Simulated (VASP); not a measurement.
The input files of a VASP run:

**INCAR**
```
! general
SYSTEM   =  Cu3Au
PREC     =  Accurate
ENCUT    =  400
LREAL    =  .FALSE.   ! projection in real space or not
LASPH    =  .TRUE.   ! aspherical one-centre terms

! electronic loop
EDIFF    =  1E-6   ! SCF stop (eV)
NELM     =  100   ! most electronic steps
ALGO     =  Normal   ! blocked Davidson
LMAXMIX  =  6   ! l cut-off of mixed one-centre charges

! smearing
ISMEAR   =  1
SIGMA    =  0.1

! functional
GGA      =  PE   ! PBE

! ions
ISIF     =  2   ! forces and stress, cell fixed

! output
LWAVE    =  .FALSE.
LCHARG   =  .FALSE.
```

### KPOINTS
```
Automatic mesh
0
gamma
  7 7 7
```

**POSCAR**
```
Cu3Au
1
    3.7500000000     0.0000000000     0.0000000000
    0.0000000000     3.7500000000     0.0000000000
    0.0000000000     0.0000000000     3.7500000000
Cu Au
3 1
Direct
  0.0000000000   0.5000000000   0.5000000000
  0.5000000000   0.0000000000   0.5000000000
  0.5000000000   0.5000000000   0.0000000000
  0.0000000000   0.0000000000   0.0000000000
```

POTCAR, in this order: Cu Au (PBE.64 set). Program: vasp_std.

Q: Write an equivalent input for Ansatz.

A: One equivalent input (not run):
Ansatz 0.2 input:
```yaml
crystal:
  lattice:
    - [3.7500000, 0.0000000, 0.0000000]
    - [0.0000000, 3.7500000, 0.0000000]
    - [0.0000000, 0.0000000, 3.7500000]
  atoms:
    - { symbol: Cu, position: [0.0000000, 0.5000000, 0.5000000] }
    - { symbol: Cu, position: [0.5000000, 0.0000000, 0.5000000] }
    - { symbol: Cu, position: [0.5000000, 0.5000000, 0.0000000] }
    - { symbol: Au, position: [0.0000000, 0.0000000, 0.0000000] }
kpoints:
  mp_grid: { grid: [7, 7, 7] }
hamiltonian:
  xc: pbe
  pseudopotentials: { kind: paw }
scf:
  occupations: { method: methfessel_paxton, width: 0.1 }
  max_iter: 100
output: { forces: true, stress: true, eigenvalues: true }
```
Limits of the translation: each code has its own PAW files, so the cut-off isn't converted (ENCUT is set for VASP's; basis.ecutwfc is left out, and Ansatz then takes the one that its files recommend); Ansatz stops its SCF on the density residual and VASP on the energy change (EDIFF).

The compound is Cu3Au in the L1_2 structure. The cell was not relaxed at this level.
